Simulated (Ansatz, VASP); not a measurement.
**Bi2Te9O21: VASP beside Ansatz**

Wanted: the spread between two codes on one cell, functional and k mesh. Of the first pair: The structure shown is frame 437 of Ansatz's trajectory.

Program: Ansatz 0.2.0. Level of theory: plane waves, with VASP 6.6.1 beside it; single point at PBE with D3(BJ). Results are calculated unless marked as measured.

## (1) Set-up

The cell holds 96 atoms: 6 Bi, 63 O and 27 Te. Its edges and angles: a = 11.745 Å, b = 11.745 Å, c = 11.745 Å, α = 90.0°, β = 90.0°, γ = 90.0°. As first built, before any earlier steps moved the atoms (in the runner's words): 96 atoms (6 Bi, 63 O, 27 Te) packed at random in a cube at 5.85 g/cm^3 and pushed apart as soft spheres, cations and anions kept from their own kind; a start for melting by ab initio MD, not an equilibrated structure. The density is a measured one.

## (2) Ansatz: dynamics, PBE with D3(BJ)

Ansatz runs on its default PAW (the set named soft_2) files.

One frame of this run of dynamics is then solved in both programs, so the motion causes no difference.

input.yaml

```yaml
crystal:
  lattice:
    - [11.7445, 0.0, 0.0]
    - [0.0, 11.7445, 0.0]
    - [0.0, 0.0, 11.7445]
  atoms:
    - { symbol: Bi, position: [0.55708, 0.83, 0.88048] }
    - { symbol: Bi, position: [0.05116, 0.63262, 0.38361] }
    - { symbol: Bi, position: [0.38585, 0.36879, 0.07747] }
    - { symbol: Bi, position: [0.22373, 0.73214, 0.06513] }
    - { symbol: Bi, position: [0.95317, 0.28407, 0.25679] }
    - { symbol: Bi, position: [0.27513, 0.67028, 0.68521] }
    - { symbol: O, position: [0.69064, 0.44398, 0.9981] }
    - { symbol: O, position: [0.25705, 0.5468, 0.01296] }
    - { symbol: O, position: [0.49376, 0.49737, 0.69122] }
    - { symbol: O, position: [0.82927, 0.80046, 0.76156] }
    - { symbol: O, position: [0.66781, 0.85748, 0.30422] }
    - { symbol: O, position: [0.65067, 0.55819, 0.47072] }
    - { symbol: O, position: [0.0452, 0.87678, 0.81199] }
    - { symbol: O, position: [0.30078, 0.79468, 0.89376] }
    - { symbol: O, position: [0.43325, 0.15893, 0.02204] }
    - { symbol: O, position: [0.85648, 0.91961, 0.95766] }
    - { symbol: O, position: [0.45842, 0.38393, 0.44254] }
    - { symbol: O, position: [0.1934, 0.28809, 0.77176] }
    - { symbol: O, position: [0.80238, 0.98755, 0.14009] }
    - { symbol: O, position: [0.22291, 0.08245, 0.93707] }
    - { symbol: O, position: [0.48055, 0.58189, 0.31478] }
    - { symbol: O, position: [0.02153, 0.07788, 0.30954] }
    - { symbol: O, position: [0.44953, 0.34587, 0.88445] }
    - { symbol: O, position: [0.84726, 0.44705, 0.27765] }
    - { symbol: O, position: [0.45433, 0.72278, 0.7236] }
    - { symbol: O, position: [0.56851, 0.88026, 0.67352] }
    - { symbol: O, position: [0.4086, 0.65766, 0.1088] }
    - { symbol: O, position: [0.77618, 0.76534, 0.46126] }
    - { symbol: O, position: [0.66388, 0.58716, 0.18245] }
    - { symbol: O, position: [0.08301, 0.66087, 0.95472] }
[... 60 atom lines left out ...]
    - { symbol: Te, position: [0.62001, 0.48575, 0.32479] }
    - { symbol: Te, position: [0.11706, 0.42326, 0.58361] }
    - { symbol: Te, position: [0.5222, 0.744, 0.57497] }
    - { symbol: Te, position: [0.81997, 0.27019, 0.61816] }
    - { symbol: Te, position: [0.93753, 0.68551, 0.7951] }
    - { symbol: Te, position: [0.51176, 0.19822, 0.88262] }
kpoints:
  mp_grid: { grid: [1, 1, 1] }
hamiltonian:
  xc: pbe
  dispersion: d3bj
scf:
  occupations: { method: fermi_dirac, width: 0.116 }
output:
  forces: true
md:
  timestep: 2
  n_steps: 1020
  ensemble: nvt_langevin
  temperature: 1350
  initial_velocities: maxwell_boltzmann
  seed: 3804
  temperature_schedule: [{ n_steps: 1020, end_temperature: 300.0 }]
```

Started as:

```
$ ansatz run input.yaml --threads 32 --pin off --max-ram 92160MiB --backend cuda --events-out ev --progress --plain --runs-dir out --max-vram 78GiB
```

Numbers of over 12 decimals in the logs are rounded to 6 here.

Output:

```text
Warning: md: disabling space-group detection — thermal motion breaks the input geometry's symmetry, so no spatial operation reduces the k-mesh or symmetrises the density; time reversal is kept, so that k and −k are solved as one point where they differ and the mesh holds both, and exact exchange and, on two spinor components, a DFT+U term hold to it where the run has them: on two components no moment then forms, and  [...]
band count auto-derived: 549 (N_el = 900.0; filled up to band 450; 546 by the electrons, moments and atoms)
Engine: ansatz 0.2.0, aarch64-unknown-linux-gnu
Pseudopotentials: kind: paw
Pseudopotential: Bi, paw, valence charge 15, recommended cutoff 420 eV (normal), Bi.paw.azcp
Pseudopotential: O, paw, valence charge 6, recommended cutoff 420 eV (normal), O.paw.azcp
Pseudopotential: Te, paw, valence charge 16, recommended cutoff 420 eV (normal), Te.paw.azcp
Functional definition: PBE
  parameter kappa = 0.804
  parameter beta = 0.066725
  exchange = pbe_x(kappa = kappa, mu = beta*pi^2/3)
  correlation = pbe_c(beta = beta)
[...]
Crystal: 96 atoms, lattice volume = 1619.957 Å³
Basis set: ecut = 420 eV, 31559 PW (Γ), exchange–correlation on 160×160×160 points (8 copies of the dense FFT grid, shifted against one another)
Bands: 549, of which v1, the nominal top of the filled ones, is band 450 counted from 1 (449 counted from 0)
Symmetry: 1 space group operations
k-points: 1
Non-local potential: Bi, projectors of the file, l = 0: 2, l = 1: 2, l = 2: 2, l = 3: 2
Non-local potential: O, projectors of the file, l = 0: 2, l = 1: 2, l = 2: 1
Non-local potential: Te, projectors of the file, l = 0: 2, l = 1: 2, l = 2: 2, l = 3: 2
PAW form: soft (Blöchl's): semilocal exchange-correlation on the pseudo side does not see the compensation charge
PAW one-centre angular grid: Bi, 590 points (default); XC on 64 Gauss nodes
PAW one-centre angular grid: O, 110 points (default); XC on 64 Gauss nodes
PAW one-centre angular grid: Te, 590 points (default); XC on 64 Gauss nodes
Initial density: superposition of atomic densities (neutral atoms: chi_scale 0, normalization atom), corrected by the library's trained network
Initial wavefunctions: pseudopotential atomic-orbital guess
[...]
Functional: x = pbe(κ = 0.804, μ = 0.219515), c = pbe(β = 0.066725)
SCF iter   1: F=—  HF=-298518.401069 eV  |F-HF|=—  |Δ(HF+E_count)|=         —  Δρ=9.67e-3  dr2=2.72e0  ethr=1.77e-3  ⟨swp⟩=6.0  Hψ=2219  notcnv=0  defer=5
preconditioner: auto → LDOS  [insulator: Δε(μ)=0.470 eV  Ē_g=13.111 eV  σ=0.116 eV  W_gap=0.76  n_scr=436 (ndim 8)  ℏωp=23.2 eV  f_vac=0.115  D(μ)=4.82/eV (n_scr^D=6)  ε∞_Penn≈4.1  β→1.0]
SCF iter   2: F=—  HF=-298518.960374 eV  |F-HF|=—  |Δ(HF+E_count)|=   5.59e-1  Δρ=1.48e-2  dr2=7.95e0  ethr=3.03e-4  ⟨swp⟩=3.0  Hψ=1155  notcnv=0  defer=42  recentre
[...]
SCF iter  20: F=-298518.147741 eV  HF=-298518.147741 eV  |F-HF|=2.25e-8  |Δ(HF+E_count)|=   2.88e-8  Δρ=1.87e-6  dr2=5.05e-8  ethr=1.07e-11  ⟨swp⟩=3.0  Hψ=1288  notcnv=0
SCF 1 converged in 20 iterations: F = -298518.147741 eV  dr2 = 5.05e-8
  greatest PAW one-centre occupation: 0.999 electrons in one spin orbital (limit 2), on the Te atom at site 69 (counted from 0), in its partial waves of l = 2
md step     0: t =     0.00 fs  T =  1335.9 K (target 1350.0 K)  F+E_penalty+E_count = -298518.14774139 eV  E_kin = 16.577595 eV  (20 SCF iters)
[... from here on, the SCF cycles and remarks between the steps are left out ...]
md step    66: t =   132.00 fs  T =  1576.2 K (target 1282.6 K)  F+E_penalty+E_count = -298516.81750911 eV  E_kin = 19.559313 eV  (15 SCF iters)
md step   143: t =   286.00 fs  T =  1288.9 K (target 1203.3 K)  F+E_penalty+E_count = -298517.63735298 eV  E_kin = 15.993447 eV  (13 SCF iters)
md step   220: t =   440.00 fs  T =  1023.1 K (target 1124.0 K)  F+E_penalty+E_count = -298521.53339983 eV  E_kin = 12.695544 eV  (11 SCF iters)
md step   297: t =   594.00 fs  T =   985.5 K (target 1044.8 K)  F+E_penalty+E_count = -298524.49643606 eV  E_kin = 12.228985 eV  (9 SCF iters)
md step   374: t =   748.00 fs  T =   906.4 K (target 965.5 K)  F+E_penalty+E_count = -298525.09617488 eV  E_kin = 11.247281 eV  (9 SCF iters)
md step   451: t =   902.00 fs  T =   919.5 K (target 886.2 K)  F+E_penalty+E_count = -298526.68792661 eV  E_kin = 11.409905 eV  (9 SCF iters)
md step   528: t =  1056.00 fs  T =   802.2 K (target 807.0 K)  F+E_penalty+E_count = -298526.98563896 eV  E_kin = 9.954339 eV  (8 SCF iters)
md step   605: t =  1210.00 fs  T =   692.5 K (target 727.7 K)  F+E_penalty+E_count = -298528.08897234 eV  E_kin = 8.592686 eV  (8 SCF iters)
md step   682: t =  1364.00 fs  T =   670.6 K (target 648.5 K)  F+E_penalty+E_count = -298529.43055599 eV  E_kin = 8.321008 eV  (8 SCF iters)
md step   759: t =  1518.00 fs  T =   545.9 K (target 569.2 K)  F+E_penalty+E_count = -298529.81869066 eV  E_kin = 6.774072 eV  (8 SCF iters)
md step   825: t =  1650.00 fs  T =   599.6 K (target 501.2 K)  F+E_penalty+E_count = -298530.60129561 eV  E_kin = 7.440734 eV  (8 SCF iters)
md step   836: t =  1672.00 fs  T =   577.8 K (target 489.9 K)  F+E_penalty+E_count = -298530.62645540 eV  E_kin = 7.170274 eV  (8 SCF iters)
md step   847: t =  1694.00 fs  T =   474.0 K (target 478.6 K)  F+E_penalty+E_count = -298529.86996945 eV  E_kin = 5.881359 eV  (8 SCF iters)
md step   858: t =  1716.00 fs  T =   516.0 K (target 467.3 K)  F+E_penalty+E_count = -298530.18256284 eV  E_kin = 6.403195 eV  (8 SCF iters)
md step   869: t =  1738.00 fs  T =   572.1 K (target 456.0 K)  F+E_penalty+E_count = -298531.29759254 eV  E_kin = 7.099040 eV  (8 SCF iters)
md step   880: t =  1760.00 fs  T =   532.1 K (target 444.6 K)  F+E_penalty+E_count = -298531.50204335 eV  E_kin = 6.603373 eV  (10 SCF iters)
md step   891: t =  1782.00 fs  T =   508.7 K (target 433.3 K)  F+E_penalty+E_count = -298532.19129836 eV  E_kin = 6.312407 eV  (8 SCF iters)
md step   902: t =  1804.00 fs  T =   510.4 K (target 422.0 K)  F+E_penalty+E_count = -298533.07829442 eV  E_kin = 6.333789 eV  (7 SCF iters)
md step   913: t =  1826.00 fs  T =   465.2 K (target 410.7 K)  F+E_penalty+E_count = -298533.10021926 eV  E_kin = 5.772413 eV  (8 SCF iters)
md step   924: t =  1848.00 fs  T =   416.9 K (target 399.3 K)  F+E_penalty+E_count = -298533.53582315 eV  E_kin = 5.173626 eV  (8 SCF iters)
md step   935: t =  1870.00 fs  T =   421.1 K (target 388.0 K)  F+E_penalty+E_count = -298533.08034079 eV  E_kin = 5.224885 eV  (8 SCF iters)
md step   946: t =  1892.00 fs  T =   388.2 K (target 376.7 K)  F+E_penalty+E_count = -298532.45756109 eV  E_kin = 4.816749 eV  (8 SCF iters)
md step   957: t =  1914.00 fs  T =   434.4 K (target 365.4 K)  F+E_penalty+E_count = -298533.05346675 eV  E_kin = 5.390081 eV  (8 SCF iters)
md step   968: t =  1936.00 fs  T =   410.8 K (target 354.0 K)  F+E_penalty+E_count = -298533.20357931 eV  E_kin = 5.097229 eV  (8 SCF iters)
md step   979: t =  1958.00 fs  T =   391.1 K (target 342.7 K)  F+E_penalty+E_count = -298533.74560257 eV  E_kin = 4.853762 eV  (8 SCF iters)
md step   990: t =  1980.00 fs  T =   352.3 K (target 331.4 K)  F+E_penalty+E_count = -298533.60405817 eV  E_kin = 4.371715 eV  (10 SCF iters)
md step  1001: t =  2002.00 fs  T =   380.9 K (target 320.1 K)  F+E_penalty+E_count = -298533.95679302 eV  E_kin = 4.726148 eV  (7 SCF iters)
md step  1012: t =  2024.00 fs  T =   323.7 K (target 308.7 K)  F+E_penalty+E_count = -298533.40299573 eV  E_kin = 4.016750 eV  (7 SCF iters)
md step  1019: t =  2038.00 fs  T =   315.6 K (target 301.5 K)  F+E_penalty+E_count = -298533.50915390 eV  E_kin = 3.916314 eV  (8 SCF iters)
md step  1020: t =  2040.00 fs  T =   315.3 K (target 300.5 K)  F+E_penalty+E_count = -298533.61040189 eV  E_kin = 3.912291 eV  (10 SCF iters)
SCF converged after 10 iterations
Free energy (F): -298533.610402 eV
Harris-Foulkes:  -298533.610402 eV  (|F-HF|=1.86e-8)
Internal energy: -298533.597765 eV  (E = F + TS)
E sigma→0 (E₀):  -298533.604084 eV
Entropy (-TS):   -0.012637 eV (-0.132 meV/atom)
Fermi energy:    8.349170 eV
--- Per-component energies (eV) ---
  E_band       = -9220.383370
  E_kinetic    = 17694.460065
  E_local      = -76052.833730  (includes V_loc(G=0)·N_el)
  E_nonlocal   = -1965.913395
  E_hartree    = 37458.157490
  E_xc         = -8900.096134
  E_vxc        = -9589.047692  (∫ρ·V_xc dr)
  E_paw        = -199817.817682  (= ΣΔE_a)
  E_vpaw       = -14223.510374  (= ΣTr[D̂ρ^β])
  E_aug_tail   = 0.143285  (compensation charges beyond the density's cutoff)
  E_ewald      = -66930.173501
  E_disp       = -19.524164  (pairwise vdW)
  E_smearing   = -0.012637  (= −TS)
  E_closure    = 0.000000  (closes the sum)
  Σ components = -298533.610402   (vs F -298533.610402, Δ=0.00e0)
--- Forces (eV/Å), atoms counted from 1 ---
[... 96 lines of forces left out ...]
  max |Σ_I F_I| component: 7.32e-5 eV/Å
--- MD trajectory: 1020 steps, t = 0.0 → 2040.0 fs ---
  final state: T = 315.3 K   F+E_penalty+E_count = -298533.61040189 eV   E_kin = 3.912291 eV
```

## (3) VASP: single point, PBE with D3(BJ), pair 1

The same cell, functional, mesh and smearing now go to VASP, with its own data sets.

Lines of VASP's logs that name or quote its potential files are left out, and so is its time.

INCAR

```
SYSTEM = Bi2Te9O21
PREC = Accurate
ENCUT = 520
EDIFF = 1E-06
NELM = 120
ISMEAR = -1
SIGMA = 0.116
LREAL = Auto
ALGO = Normal
GGA = PE
IVDW = 12
NBANDS = 384
LORBIT = 11
LWAVE = .FALSE.
LCHARG = .FALSE.
ISIF = 2
LASPH = .TRUE.
GGA_COMPAT = .FALSE.
EFERMI = MIDGAP
NCORE = 2
```

POSCAR

```
Bi2Te9O21
1.0
   11.7445000000      0.0000000000      0.0000000000
    0.0000000000     11.7445000000      0.0000000000
    0.0000000000      0.0000000000     11.7445000000
Bi O Te
6 63 27
Direct
    0.6053897569      0.7986717187      0.8490782920
    0.0697347695      0.6386819362      0.3890331645
    0.4006130529      0.3522499894      0.0899995743
    0.2309165993      0.6620120056      0.0750989825
    0.0019157904      0.2499042105      0.2989484440
    0.2709353314      0.6434501256      0.7080761207
    0.7068840734      0.3261952403      0.0834858870
    0.2273404572      0.4768189365      0.9753075908
    0.4610668824      0.5084933373      0.6418323471
    0.8444803951      0.8315381668      0.7991825961
    0.6341691856      0.8554642599      0.3725999404
    0.6832985653      0.6385967900      0.4030822938
    0.0700753544      0.8751330410      0.8965047469
    0.2486270169      0.7199965942      0.8890118779
    0.4662608029      0.1526672059      0.0328664481
    0.8168930138      0.9418876921      0.9973178935
    0.4801396398      0.3493550172      0.4374813743
    0.1561582017      0.2659117034      0.8323896292
    0.7997786198      0.9647068841      0.2300651369
    0.2072459449      0.0240963855      0.9865043212
    0.4639618545      0.5440844651      0.3033760484
    0.0002554387      0.0353356890      0.3583805185
    0.4677082890      0.3405849547      0.9044233471
    0.8260036613      0.4556175231      0.2670186045
    0.4562986930      0.7798543999      0.7309804589
    0.6145855507      0.8902039252      0.6705266295
    0.4206224190      0.6559666227      0.0676912597
    0.8175741837      0.8005449359      0.5285878496
    0.6311039210      0.5847843672      0.1605858061
    0.0412959258      0.5837626123      0.9988505258
[... 60 atom lines left out ...]
    0.6640555153      0.4790327387      0.2964792030
    0.0779088084      0.4467623143      0.5982374729
    0.5048320490      0.7476691217      0.5788241304
    0.7865809528      0.2907744050      0.5739707948
    0.9477627826      0.7037336626      0.8191919622
    0.4894205798      0.1829792669      0.8788794755
```

KPOINTS

```
Automatic mesh
0
Gamma
1 1 1
0 0 0
```

The projector-augmented-wave data sets are Bi_d, O and Te (PBE family, release 64).

Started as:

```
$ mpirun -np 8 vasp_gam
```

Output:

```text
[banner, memory and clock lines left out]
running    8 mpi-ranks, on    1 nodes
[...]
LDA part: xc-table for (Slater+PW92), standard interpolation
 POSCAR, INCAR and KPOINTS ok, starting setup
[...]
entering main loop
       N       E                     dE             d eps       ncg     rms          rms(c)
DAV:   1     0.764019654826E+04    0.76402E+04   -0.33854E+05   776   0.170E+03
DAV:   2     0.548010598263E+03   -0.70922E+04   -0.67863E+04   896   0.427E+02
DAV:   3    -0.537414225042E+03   -0.10854E+04   -0.10449E+04   872   0.184E+02
DAV:   4    -0.622426041959E+03   -0.85012E+02   -0.83582E+02  1000   0.542E+01
[...]
DAV:  18    -0.499187514891E+03    0.25437E-05   -0.70516E-05   848   0.168E-02    0.992E-02
DAV:  19    -0.499187520206E+03   -0.53146E-05   -0.14162E-05  1000   0.691E-03    0.239E-02
DAV:  20    -0.499187520227E+03   -0.21202E-07   -0.15730E-06   504   0.360E-03
   1 F= -.51872852E+03 E0= -.51871122E+03  d E =-.346055E-01
```

OUTCAR, selected parts (step 3):

```text
 Edisp (eV)  -19.54100

  Total      26.15052     6.63634    13.24403     3.01733     5.14795     3.04082
  in kB      25.86350     6.56350    13.09867     2.98421     5.09144     3.00745
  external pressure =       15.18 kB  Pullay stress =        0.00 kB

 POSITION                                       TOTAL-FORCE (eV/Angst)
 -----------------------------------------------------------------------------------
      7.11000      9.38000      9.97200        -0.225946      0.520226     -0.172799
      0.81900      7.50100      4.56900        -0.717625      0.808558      0.216644
      4.70500      4.13700      1.05700         0.270772     -1.986430      0.713230
      2.71200      7.77500      0.88200        -0.616753     -0.062641     -1.935727
      0.02250      2.93500      3.51100        -1.015299      0.407031      0.035456
      3.18200      7.55700      8.31600        -0.090951     -0.390825     -0.273813
      8.30200      3.83100      0.98050        -1.399609      2.103098     -0.513822
      2.67000      5.60000     11.45450         5.309299      1.498153      2.254291
      5.41500      5.97200      7.53800         0.556847      0.561968     -0.043902
      9.91800      9.76600      9.38600        -1.458928      1.098991      0.002110
      7.44800     10.04700      4.37600         0.640829      0.367446      0.162866
[...]
5.26700     10.55000      6.00400         0.655976     -0.106753     -0.320955
      2.48200      1.96400      3.39900        -3.988635     -2.037591     -0.064737
[...]
-----------------------------------------------------------------------------------
    total drift:                                0.013955     -0.049763     -0.030820

  FREE ENERGIE OF THE ION-ELECTRON SYSTEM (eV)
  ---------------------------------------------------
  free  energy   TOTEN  =      -518.7285183455 eV

  energy  without entropy=     -518.6939128705  energy(sigma->0) =     -518.71121561

[... 3 further parts left out ...]
[key lines of the parts left out:]
E-fermi :   5.2204
```

The run ends at a pressure of 1.52 GPa, with forces up to 6.0 eV/Å.

## (4) Comparison

Known differences besides the potentials themselves: the data sets hold 900 valence electrons in Ansatz (on its default PAW (the set named soft_2) files) and 630 in VASP; the cutoff is 420 eV in Ansatz and 520 eV in VASP (PREC = Accurate, projectors in real space). Total energies have different zeros and are not compared.

Forces on 8 of the 96 atoms, those with the largest forces and the largest differences (eV/Å; atoms numbered as in POSCAR):

```
atom          Ansatz x, y, z            VASP x, y, z
  O8     5.112, 1.437, 2.183     5.309, 1.498, 2.254
 O32     1.754, 1.735, 1.991     1.897, 1.883, 2.072
 O37  -3.939, -1.990, -0.032  -3.989, -2.038, -0.065
 O61    1.818, 0.792, -1.686    1.986, 0.839, -1.849
Te82   -2.126, -1.790, 3.965   -2.302, -1.880, 4.137
Te83   0.648, -1.116, -3.034   0.644, -1.204, -3.142
Te88  -3.233, -0.243, -2.744  -3.443, -0.338, -2.841
Te89     1.015, 2.188, 2.789     1.148, 2.292, 2.919
```

The forces differ by 59 meV/Å r.m.s., which is 5.1 % of the r.m.s. force of 1.153 eV/Å (both taken over all components). VASP's last cycles still show a density residual of 2e-03, so its state may not be settled.

## (5) Ansatz: dynamics, PBE with D3(BJ)

One frame of this run of dynamics is then solved in both programs, so the motion causes no difference.

The structure compared here is frame 728 of Ansatz's trajectory.

input.yaml is that of step 2.

Started as:

```
$ ansatz run input.yaml --threads 32 --pin off --max-ram 92160MiB --backend cuda --events-out ev --progress --plain --runs-dir out --max-vram 78GiB
```

Output:

```text
[...]
Crystal: 96 atoms, lattice volume = 1619.957 Å³
Basis set: ecut = 420 eV, 31559 PW (Γ), exchange–correlation on 160×160×160 points (8 copies of the dense FFT grid, shifted against one another)
Bands: 549, of which v1, the nominal top of the filled ones, is band 450 counted from 1 (449 counted from 0)
Symmetry: 1 space group operations
k-points: 1
[...]
SCF converged after 10 iterations
Free energy (F): -298533.610402 eV
[...]
Internal energy: -298533.597765 eV  (E = F + TS)
E sigma→0 (E₀):  -298533.604084 eV
Entropy (-TS):   -0.012637 eV (-0.132 meV/atom)
Fermi energy:    8.349170 eV
[...]
--- Forces (eV/Å), atoms counted from 1 ---
[... 96 lines of forces left out ...]
  max |Σ_I F_I| component: 7.32e-5 eV/Å
--- MD trajectory: 1020 steps, t = 0.0 → 2040.0 fs ---
[...]
```

(Continued in part 2 of 2.)

[Lines on the potential files, build, host, timing and source positions are cut from VASP's logs without a mark.]

[Logs are printed without paths, hosts, clocks, repeated set-up lines and the standing remarks that a program may print on its own settings, such as how far it seeks lower states.]

[Hosts, paths, dates, database ids (printed as entryN), source tags and the programs' standing remarks are cut or masked in the printed files.]
